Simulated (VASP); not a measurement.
Given:

```xyz
2
Lattice="0.0000 3.3618 3.3618 3.3618 0.0000 3.3618 3.3618 3.3618 0.0000" Properties=species:S:1:pos:R:3 pbc="T T T"
Sr     0.0000     0.0000     0.0000
Te     3.3618     3.3618     3.3618
```

Method: PBE GGA with spin-orbit coupling, VASP's PBE PAW potentials (set 64) (plane waves; VASP 6.6.1). Run with 400 eV cut-off, 6×6×6 Γ-centred mesh, Gaussian smearing of 0.050 eV, potentials Sr_sv Te.

Problem. What does the run give for the energy per atom (σ→0), band gap (over mesh and band path) with the smallest direct gap where there is one?

Solution. 
| Item | Result |
|---|---|
| band gap (over mesh and band path) | 1.49 eV |
| smallest direct gap (over mesh and band path) | 2.25 eV |
| energy per atom (σ→0) | -4.222 eV/atom |

The compound is SrTe in the rock salt structure. It was relaxed first.
